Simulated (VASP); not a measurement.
# Dynamics of TiTe2 at finite temperature, part 2 of 3

Wanted: temperature and structure of TiTe2 along a short trajectory. The start is a cell from a database of measured crystal structures.

VASP 6.6.1; PBEsol, no spin polarisation; plane waves and PAW (Te, Ti).

So far. Step 2 (Relax the host): The run ended after 10 ionic steps, 0.033 eV below its first step, once forces and stress met EDIFFG = -0.02. Step 3 (Relax the host again, on a new basis): The start already met the threshold, so nothing moved.

## 4. Molecular dynamics

System of this step: TiTe2. The structure is trigonal, space group P-3m1 (No. 164). The conventional cell has a = 3.715 Å, b = 3.715 Å, c = 6.349 Å, α = 90.00°, β = 90.00°, γ = 120.00°. Nearest to Te lie 3 Ti at 2.74 Å. Nearest to Ti lie 6 Te at 2.74 Å. Farther neighbours and most contacts between anions are not listed.

Few k-points, a looser threshold and, at fixed cell, a modest cutoff make many steps affordable, at some cost in the accuracy of forces and more in that of pressure. The electronic smearing is set to the highest ionic temperature of the stage, and to no less than 300 K.

INCAR

```
SYSTEM = TiTe2
PREC = Normal
ENCUT = 220
EDIFF = 1E-04
NELM = 120
ISMEAR = -1
SIGMA = 0.2758
LREAL = Auto
ALGO = VeryFast
GGA = PS
NBANDS = 124
LASPH = .TRUE.
LWAVE = .FALSE.
LCHARG = .FALSE.
KPAR = 4
IBRION = 0
NSW = 150
POTIM = 2
TEBEG = 3200
TEEND = 3200
ISYM = 0
ISIF = 2
NELMIN = 4
MAXMIX = 40
NBLOCK = 1
RANDOM_SEED = 2910 0 0
NWRITE = 1
MDALGO = 1
ANDERSEN_PROB = 0
```

POSCAR

```
TiTe2
1.0
   -5.5725609988      3.2173195927      6.3490171034
    5.5725609988     -3.2173195927      6.3490171034
    5.5725609990      9.6519587781    -19.0470513102
Te Ti
24 12
Direct
    0.6996494324      0.5329827657      0.1666666667
    0.1996494324      0.0329827657      0.1666666667
    0.1996494324      0.5329827657      0.3333333333
    0.6996494324      0.0329827657      0.3333333333
    0.6996494324      0.5329827657      0.5000000000
    0.1996494324      0.0329827657      0.5000000000
    0.1996494324      0.5329827657      0.6666666667
    0.6996494324      0.0329827657      0.6666666667
    0.6996494324      0.5329827657      0.8333333333
    0.1996494324      0.0329827657      0.8333333333
    0.1996494324      0.5329827657      0.0000000000
    0.6996494324      0.0329827657      0.0000000000
    0.3003505676      0.4670172343      0.1666666667
    0.8003505676      0.9670172343      0.1666666667
    0.8003505676      0.4670172343      0.3333333333
    0.3003505676      0.9670172343      0.3333333333
    0.3003505676      0.4670172343      0.5000000000
    0.8003505676      0.9670172343      0.5000000000
    0.8003505676      0.4670172343      0.6666666667
    0.3003505676      0.9670172343      0.6666666667
    0.3003505676      0.4670172343      0.8333333333
    0.8003505676      0.9670172343      0.8333333333
    0.8003505676      0.4670172343      0.0000000000
    0.3003505676      0.9670172343      0.0000000000
    0.0000000000      0.0000000000      0.0000000000
    0.5000000000      0.5000000000      0.0000000000
    0.5000000000      0.0000000000      0.1666666667
    0.0000000000      0.5000000000      0.1666666667
    0.0000000000      0.0000000000      0.3333333333
    0.5000000000      0.5000000000      0.3333333333
    0.5000000000      0.0000000000      0.5000000000
    0.0000000000      0.5000000000      0.5000000000
    0.0000000000      0.0000000000      0.6666666667
    0.5000000000      0.5000000000      0.6666666667
    0.5000000000      0.0000000000      0.8333333333
    0.0000000000      0.5000000000      0.8333333333
```

KPOINTS

```
Automatic mesh
0
Gamma
2 2 2
0 0 0
```

Potentials, in the order of the species: Te and Ti (PBE family, release 64).

The run is started by

```sh
> mpirun -np 4 vasp_std
```

Output:

```text
[banner, memory and clock lines left out]
running    4 mpi-ranks, on    1 nodes
 distrk:  each k-point on    1 cores,    4 groups
 distr:  one band on    1 cores,    1 groups

 POSCAR found type information on POSCAR TeTi
 POSCAR found :  2 types and      36 ions
 [... a notice as in an earlier step ...]

 LDA part: xc-table for (Slater+PW92), standard interpolation
 POSCAR, INCAR and KPOINTS ok, starting setup
 FFT: planning ... GRIDC
 FFT: planning ... GRID_SOFT
 FFT: planning ... GRID
 WAVECAR not read
 prediction of wavefunctions initialized - no I/O
 entering main loop
       N       E                     dE             d eps       ncg     rms          rms(c)
RMM:   1     0.899707318459E+03    0.89971E+03   -0.32426E+04   992   0.565E+02
RMM:   2     0.101517564888E+03   -0.79819E+03   -0.80124E+03   992   0.159E+02
RMM:   3    -0.906923244918E+02   -0.19221E+03   -0.20671E+03   992   0.787E+01
RMM:   4    -0.167677671970E+03   -0.76985E+02   -0.65405E+02   992   0.641E+01
RMM:   5    -0.201514338060E+03   -0.33837E+02   -0.31200E+02   992   0.394E+01
RMM:   6    -0.219437491064E+03   -0.17923E+02   -0.15442E+02   992   0.335E+01
RMM:   7    -0.227621092805E+03   -0.81836E+01   -0.78944E+01   992   0.188E+01
RMM:   8    -0.232178891220E+03   -0.45578E+01   -0.39075E+01   992   0.162E+01
RMM:   9    -0.235573866550E+03   -0.33950E+01   -0.33105E+01  2584   0.846E+00
RMM:  10    -0.235851097714E+03   -0.27723E+00   -0.18102E+00  2498   0.174E+00
RMM:  11    -0.235877444750E+03   -0.26347E-01   -0.21887E-01  2401   0.749E-01
RMM:  12    -0.235884027036E+03   -0.65823E-02   -0.64069E-02  2364   0.314E-01    0.498E+01
RMM:  13    -0.232166050395E+03    0.37180E+01   -0.35260E+02  3744   0.383E+01    0.293E+01
RMM:  14    -0.218329385035E+03    0.13837E+02   -0.21942E+02  3916   0.308E+01    0.237E+01
RMM:  15    -0.211900674151E+03    0.64287E+01   -0.19191E+01  3593   0.109E+01    0.351E+00
RMM:  16    -0.211887895571E+03    0.12779E-01   -0.10694E+00  2923   0.146E+00    0.229E+00
RMM:  17    -0.211873589166E+03    0.14306E-01   -0.31569E-01  2696   0.104E+00    0.184E+00
RMM:  18    -0.211863163008E+03    0.10426E-01   -0.96879E-02  2397   0.641E-01    0.616E-01
RMM:  19    -0.211864031906E+03   -0.86890E-03   -0.39557E-02  2435   0.334E-01    0.476E-01
RMM:  20    -0.211863630052E+03    0.40185E-03   -0.18391E-02  2409   0.186E-01    0.283E-01
RMM:  21    -0.211864209931E+03   -0.57988E-03   -0.15030E-02  2567   0.112E-01    0.156E-01
RMM:  22    -0.211865112554E+03   -0.90262E-03   -0.11298E-02  2444   0.838E-02    0.541E-02
RMM:  23    -0.211865849114E+03   -0.73656E-03   -0.78640E-03  1923   0.467E-02    0.345E-02
RMM:  24    -0.211866487475E+03   -0.63836E-03   -0.64025E-03  1607   0.279E-02    0.262E-02
RMM:  25    -0.211867044055E+03   -0.55658E-03   -0.55593E-03  1457   0.193E-02    0.188E-02
RMM:  26    -0.211867510870E+03   -0.46681E-03   -0.46339E-03  1113   0.117E-02    0.140E-02
RMM:  27    -0.211867936126E+03   -0.42526E-03   -0.42059E-03   939   0.868E-03    0.101E-02
RMM:  28    -0.211868326227E+03   -0.39010E-03   -0.38230E-03   965   0.890E-03    0.553E-03
RMM:  29    -0.211868667810E+03   -0.34158E-03   -0.33687E-03   895   0.794E-03    0.218E-03
RMM:  30    -0.211868964146E+03   -0.29634E-03   -0.29277E-03   805   0.725E-03    0.126E-03
RMM:  31    -0.211869260899E+03   -0.29675E-03   -0.28704E-03   670   0.662E-03    0.124E-03
RMM:  32    -0.211869505540E+03   -0.24464E-03   -0.24203E-03   641   0.644E-03    0.105E-03
RMM:  33    -0.211869715011E+03   -0.20947E-03   -0.20813E-03   631   0.641E-03    0.917E-04
RMM:  34    -0.211869904223E+03   -0.18921E-03   -0.18838E-03   621   0.634E-03    0.802E-04
RMM:  35    -0.211870071182E+03   -0.16696E-03   -0.16640E-03   642   0.633E-03    0.596E-04
RMM:  36    -0.211870223672E+03   -0.15249E-03   -0.15209E-03   624   0.621E-03    0.385E-04
RMM:  37    -0.211870359773E+03   -0.13610E-03   -0.13579E-03   559   0.592E-03    0.628E-04
RMM:  38    -0.211870484475E+03   -0.12470E-03   -0.12450E-03   571   0.593E-03    0.684E-04
RMM:  39    -0.211870597187E+03   -0.11271E-03   -0.11249E-03   542   0.563E-03    0.157E-03
RMM:  40    -0.211870701056E+03   -0.10387E-03   -0.10378E-03   542   0.565E-03    0.173E-03
RMM:  41    -0.211870795689E+03   -0.94633E-04   -0.94641E-04   565   0.576E-03
      1 T=  3200. E= -.19739312E+03 F= -.21187080E+03 E0= -.20939541E+03  EK= 0.14478E+02 SP= 0.00E+00 SK= 0.00E+00
 bond charge predicted
       N       E                     dE             d eps       ncg     rms          rms(c)
RMM:   1    -0.211772763710E+03    0.97937E-01   -0.95061E+00  1984   0.621E+00    0.174E+00
RMM:   2    -0.211843459363E+03   -0.70696E-01   -0.52772E-01  2089   0.179E+00    0.124E+00
RMM:   3    -0.212001527282E+03   -0.15807E+00   -0.91560E-01  2525   0.248E+00    0.259E+00
RMM:   4    -0.211837282316E+03    0.16424E+00   -0.73072E-01  2461   0.229E+00    0.109E+00
RMM:   5    -0.211813125503E+03    0.24157E-01   -0.47661E-02  2245   0.628E-01    0.503E-01
RMM:   6    -0.211814167272E+03   -0.10418E-02   -0.19656E-02  2381   0.269E-01    0.434E-01
RMM:   7    -0.211892001795E+03   -0.77835E-01   -0.25649E-01  3155   0.114E+00    0.162E+00
RMM:   8    -0.211944529266E+03   -0.52527E-01   -0.35066E-02  2639   0.331E-01    0.207E+00
RMM:   9    -0.211868953492E+03    0.75576E-01   -0.36531E-02  2588   0.474E-01    0.141E+00
RMM:  10    -0.211842298569E+03    0.26655E-01   -0.29760E-02  2684   0.297E-01    0.102E+00
RMM:  11    -0.211840041420E+03    0.22571E-02   -0.37511E-03  2427   0.841E-02    0.979E-01
RMM:  12    -0.211825403579E+03    0.14638E-01   -0.11297E-02  2892   0.218E-01    0.679E-01
RMM:  13    -0.211822358040E+03    0.30455E-02   -0.20823E-03  2252   0.597E-02    0.585E-01
RMM:  14    -0.211814661494E+03    0.76965E-02   -0.84492E-03  3095   0.188E-01    0.281E-01
RMM:  15    -0.211814706966E+03   -0.45472E-04   -0.12767E-03  1734   0.315E-02    0.265E-01
RMM:  16    -0.211814103654E+03    0.60331E-03   -0.64542E-04  1759   0.351E-02    0.223E-01
RMM:  17    -0.211814325021E+03   -0.22137E-03   -0.54372E-04  1522   0.199E-02    0.232E-01
RMM:  18    -0.211813505106E+03    0.81992E-03   -0.76882E-04  1942   0.500E-02    0.160E-01
RMM:  19    -0.211813680940E+03   -0.17583E-03   -0.43589E-04  1452   0.175E-02    0.168E-01
RMM:  20    -0.211813297985E+03    0.38295E-03   -0.47918E-04  1690   0.345E-02    0.120E-01
RMM:  21    -0.211813157416E+03    0.14057E-03   -0.59109E-04  1566   0.211E-02    0.879E-02
RMM:  22    -0.211813060786E+03    0.96630E-04   -0.44004E-04  1704   0.261E-02
      2 T=  3187. E= -.19739474E+03 F= -.21181306E+03 E0= -.20933327E+03  EK= 0.14418E+02 SP= 0.00E+00 SK= 0.00E+00
[...]
25 T=  1529. E= -.19739350E+03 F= -.20430931E+03 E0= -.20145015E+03  EK= 0.69158E+01 SP= 0.00E+00 SK= 0.00E+00
     27 T=  1509. E= -.19739369E+03 F= -.20422209E+03 E0= -.20133035E+03  EK= 0.68284E+01 SP= 0.00E+00 SK= 0.00E+00
     29 T=  1444. E= -.19739289E+03 F= -.20392397E+03 E0= -.20099821E+03  EK= 0.65311E+01 SP= 0.00E+00 SK= 0.00E+00
     31 T=  1339. E= -.19739208E+03 F= -.20345043E+03 E0= -.20048731E+03  EK= 0.60583E+01 SP= 0.00E+00 SK= 0.00E+00
     33 T=  1213. E= -.19739066E+03 F= -.20288000E+03 E0= -.19987837E+03  EK= 0.54893E+01 SP= 0.00E+00 SK= 0.00E+00
     35 T=  1091. E= -.19738879E+03 F= -.20232570E+03 E0= -.19928612E+03  EK= 0.49369E+01 SP= 0.00E+00 SK= 0.00E+00
     37 T=   999. E= -.19738747E+03 F= -.20190598E+03 E0= -.19882995E+03  EK= 0.45185E+01 SP= 0.00E+00 SK= 0.00E+00
     39 T=   954. E= -.19738702E+03 F= -.20170517E+03 E0= -.19859544E+03  EK= 0.43181E+01 SP= 0.00E+00 SK= 0.00E+00
     41 T=   964. E= -.19738771E+03 F= -.20174683E+03 E0= -.19860646E+03  EK= 0.43591E+01 SP= 0.00E+00 SK= 0.00E+00
     43 T=  1016. E= -.19738962E+03 F= -.20198756E+03 E0= -.19881975E+03  EK= 0.45979E+01 SP= 0.00E+00 SK= 0.00E+00
     45 T=  1093. E= -.19739087E+03 F= -.20233544E+03 E0= -.19914636E+03  EK= 0.49446E+01 SP= 0.00E+00 SK= 0.00E+00
     47 T=  1172. E= -.19739211E+03 F= -.20269321E+03 E0= -.19948591E+03  EK= 0.53011E+01 SP= 0.00E+00 SK= 0.00E+00
     49 T=  1237. E= -.19739275E+03 F= -.20298925E+03 E0= -.19976737E+03  EK= 0.55965E+01 SP= 0.00E+00 SK= 0.00E+00
     51 T=  1282. E= -.19739226E+03 F= -.20319382E+03 E0= -.19996208E+03  EK= 0.58016E+01 SP= 0.00E+00 SK= 0.00E+00
     53 T=  1309. E= -.19739143E+03 F= -.20331270E+03 E0= -.20007412E+03  EK= 0.59213E+01 SP= 0.00E+00 SK= 0.00E+00
     55 T=  1322. E= -.19739091E+03 F= -.20337192E+03 E0= -.20012834E+03  EK= 0.59810E+01 SP= 0.00E+00 SK= 0.00E+00
     57 T=  1328. E= -.19739034E+03 F= -.20340011E+03 E0= -.20015439E+03  EK= 0.60098E+01 SP= 0.00E+00 SK= 0.00E+00
     59 T=  1333. E= -.19739059E+03 F= -.20342069E+03 E0= -.20017397E+03  EK= 0.60301E+01 SP= 0.00E+00 SK= 0.00E+00
     61 T=  1338. E= -.19739039E+03 F= -.20344500E+03 E0= -.20020086E+03  EK= 0.60546E+01 SP= 0.00E+00 SK= 0.00E+00
     63 T=  1346. E= -.19739043E+03 F= -.20347766E+03 E0= -.20023842E+03  EK= 0.60872E+01 SP= 0.00E+00 SK= 0.00E+00
     65 T=  1354. E= -.19739075E+03 F= -.20351656E+03 E0= -.20028366E+03  EK= 0.61258E+01 SP= 0.00E+00 SK= 0.00E+00
     67 T=  1363. E= -.19739094E+03 F= -.20355789E+03 E0= -.20033420E+03  EK= 0.61669E+01 SP= 0.00E+00 SK= 0.00E+00
     69 T=  1372. E= -.19739072E+03 F= -.20359954E+03 E0= -.20038874E+03  EK= 0.62088E+01 SP= 0.00E+00 SK= 0.00E+00
     71 T=  1382. E= -.19739127E+03 F= -.20364203E+03 E0= -.20044514E+03  EK= 0.62508E+01 SP= 0.00E+00 SK= 0.00E+00
     73 T=  1391. E= -.19739098E+03 F= -.20368473E+03 E0= -.20050655E+03  EK= 0.62937E+01 SP= 0.00E+00 SK= 0.00E+00
     75 T=  1401. E= -.19739113E+03 F= -.20373018E+03 E0= -.20057258E+03  EK= 0.63390E+01 SP= 0.00E+00 SK= 0.00E+00
     77 T=  1412. E= -.19739175E+03 F= -.20378051E+03 E0= -.20064466E+03  EK= 0.63888E+01 SP= 0.00E+00 SK= 0.00E+00
     79 T=  1425. E= -.19739216E+03 F= -.20383753E+03 E0= -.20072603E+03  EK= 0.64454E+01 SP= 0.00E+00 SK= 0.00E+00
     81 T=  1439. E= -.19739210E+03 F= -.20390367E+03 E0= -.20081990E+03  EK= 0.65116E+01 SP= 0.00E+00 SK= 0.00E+00
     83 T=  1457. E= -.19739243E+03 F= -.20398248E+03 E0= -.20092698E+03  EK= 0.65901E+01 SP= 0.00E+00 SK= 0.00E+00
     85 T=  1477. E= -.19739322E+03 F= -.20407433E+03 E0= -.20104686E+03  EK= 0.66811E+01 SP= 0.00E+00 SK= 0.00E+00
     87 T=  1499. E= -.19739346E+03 F= -.20417336E+03 E0= -.20117561E+03  EK= 0.67799E+01 SP= 0.00E+00 SK= 0.00E+00
     89 T=  1520. E= -.19739368E+03 F= -.20427057E+03 E0= -.20130187E+03  EK= 0.68769E+01 SP= 0.00E+00 SK= 0.00E+00
     91 T=  1539. E= -.19739428E+03 F= -.20435499E+03 E0= -.20141235E+03  EK= 0.69607E+01 SP= 0.00E+00 SK= 0.00E+00
     93 T=  1552. E= -.19739530E+03 F= -.20441855E+03 E0= -.20149811E+03  EK= 0.70233E+01 SP= 0.00E+00 SK= 0.00E+00
     95 T=  1562. E= -.19739563E+03 F= -.20446093E+03 E0= -.20156121E+03  EK= 0.70653E+01 SP= 0.00E+00 SK= 0.00E+00
     97 T=  1568. E= -.19739592E+03 F= -.20449081E+03 E0= -.20160910E+03  EK= 0.70949E+01 SP= 0.00E+00 SK= 0.00E+00
     99 T=  1575. E= -.19739591E+03 F= -.20452087E+03 E0= -.20165512E+03  EK= 0.71250E+01 SP= 0.00E+00 SK= 0.00E+00
    101 T=  1584. E= -.19739600E+03 F= -.20456335E+03 E0= -.20171292E+03  EK= 0.71674E+01 SP= 0.00E+00 SK= 0.00E+00
    103 T=  1597. E= -.19739622E+03 F= -.20462293E+03 E0= -.20178707E+03  EK= 0.72267E+01 SP= 0.00E+00 SK= 0.00E+00
    105 T=  1612. E= -.19739685E+03 F= -.20468760E+03 E0= -.20186594E+03  EK= 0.72908E+01 SP= 0.00E+00 SK= 0.00E+00
    107 T=  1619. E= -.19739861E+03 F= -.20472447E+03 E0= -.20191400E+03  EK= 0.73259E+01 SP= 0.00E+00 SK= 0.00E+00
    109 T=  1610. E= -.19739996E+03 F= -.20468263E+03 E0= -.20188393E+03  EK= 0.72827E+01 SP= 0.00E+00 SK= 0.00E+00
    111 T=  1573. E= -.19740087E+03 F= -.20451579E+03 E0= -.20172725E+03  EK= 0.71149E+01 SP= 0.00E+00 SK= 0.00E+00
    113 T=  1504. E= -.19740062E+03 F= -.20420669E+03 E0= -.20142750E+03  EK= 0.68061E+01 SP= 0.00E+00 SK= 0.00E+00
    115 T=  1412. E= -.19739959E+03 F= -.20378951E+03 E0= -.20101759E+03  EK= 0.63899E+01 SP= 0.00E+00 SK= 0.00E+00
    117 T=  1317. E= -.19739794E+03 F= -.20335573E+03 E0= -.20059001E+03  EK= 0.59578E+01 SP= 0.00E+00 SK= 0.00E+00
    119 T=  1248. E= -.19739620E+03 F= -.20304034E+03 E0= -.20028008E+03  EK= 0.56441E+01 SP= 0.00E+00 SK= 0.00E+00
    121 T=  1233. E= -.19739509E+03 F= -.20297447E+03 E0= -.20021993E+03  EK= 0.55794E+01 SP= 0.00E+00 SK= 0.00E+00
    123 T=  1288. E= -.19739604E+03 F= -.20322125E+03 E0= -.20046990E+03  EK= 0.58252E+01 SP= 0.00E+00 SK= 0.00E+00
    125 T=  1401. E= -.19739783E+03 F= -.20373724E+03 E0= -.20098772E+03  EK= 0.63394E+01 SP= 0.00E+00 SK= 0.00E+00
    127 T=  1548. E= -.19740005E+03 F= -.20440487E+03 E0= -.20165309E+03  EK= 0.70048E+01 SP= 0.00E+00 SK= 0.00E+00
    129 T=  1699. E= -.19740145E+03 F= -.20508966E+03 E0= -.20233259E+03  EK= 0.76882E+01 SP= 0.00E+00 SK= 0.00E+00
    131 T=  1831. E= -.19740253E+03 F= -.20568471E+03 E0= -.20291831E+03  EK= 0.82822E+01 SP= 0.00E+00 SK= 0.00E+00
    133 T=  1926. E= -.19740285E+03 F= -.20611839E+03 E0= -.20333906E+03  EK= 0.87155E+01 SP= 0.00E+00 SK= 0.00E+00
    135 T=  1978. E= -.19740236E+03 F= -.20635330E+03 E0= -.20355705E+03  EK= 0.89509E+01 SP= 0.00E+00 SK= 0.00E+00
    137 T=  1985. E= -.19740218E+03 F= -.20638341E+03 E0= -.20356370E+03  EK= 0.89812E+01 SP= 0.00E+00 SK= 0.00E+00
    139 T=  1951. E= -.19740121E+03 F= -.20622836E+03 E0= -.20338247E+03  EK= 0.88272E+01 SP= 0.00E+00 SK= 0.00E+00
    141 T=  1887. E= -.19740032E+03 F= -.20593560E+03 E0= -.20306082E+03  EK= 0.85353E+01 SP= 0.00E+00 SK= 0.00E+00
    143 T=  1806. E= -.19739912E+03 F= -.20557053E+03 E0= -.20266813E+03  EK= 0.81714E+01 SP= 0.00E+00 SK= 0.00E+00
    145 T=  1726. E= -.19739790E+03 F= -.20520562E+03 E0= -.20227886E+03  EK= 0.78077E+01 SP= 0.00E+00 SK= 0.00E+00
    147 T=  1659. E= -.19739719E+03 F= -.20490120E+03 E0= -.20195397E+03  EK= 0.75040E+01 SP= 0.00E+00 SK= 0.00E+00
    149 T=  1612. E= -.19739726E+03 F= -.20469213E+03 E0= -.20172780E+03  EK= 0.72949E+01 SP= 0.00E+00 SK= 0.00E+00
 bond charge predicted
 prediction of wavefunctions
       N       E                     dE             d eps       ncg     rms          rms(c)
RMM:   1    -0.204624757376E+03    0.67276E-01   -0.19704E-02  2620   0.265E-01    0.153E-02
RMM:   2    -0.204625198663E+03   -0.44129E-03   -0.49689E-03  2508   0.925E-02    0.552E-03
RMM:   3    -0.204625378670E+03   -0.18001E-03   -0.18226E-03  1857   0.385E-02    0.299E-03
RMM:   4    -0.204625516929E+03   -0.13826E-03   -0.13821E-03  1483   0.225E-02    0.269E-03
RMM:   5    -0.204625622245E+03   -0.10532E-03   -0.10535E-03  1324   0.130E-02    0.136E-03
RMM:   6    -0.204625718161E+03   -0.95916E-04   -0.95894E-04  1088   0.874E-03
    150 T=  1598. E= -.19739731E+03 F= -.20462572E+03 E0= -.20165469E+03  EK= 0.72284E+01 SP= 0.00E+00 SK= 0.00E+00
 bond charge predicted
 prediction of wavefunctions
 wavefunctions rotated
```

Wall time 1.5 h (4 MPI ranks of Intel Xeon Platinum 8488C (Sapphire Rapids), shared host); peak memory 2.8 GiB; 5.7 h of CPU time.

(Continued in part 3 of 3.)

[Lines on the potential files, build, host, timing and source positions are cut from VASP's logs without a mark.]

[Logs are printed without paths, hosts, clocks, repeated set-up lines and the standing remarks that a program may print on its own settings, such as how far it seeks lower states.]

[Hosts, paths, dates, database ids (printed as entryN), source tags and the programs' standing remarks are cut or masked in the printed files.]

[Runs that stopped without an error message from VASP are left out.]
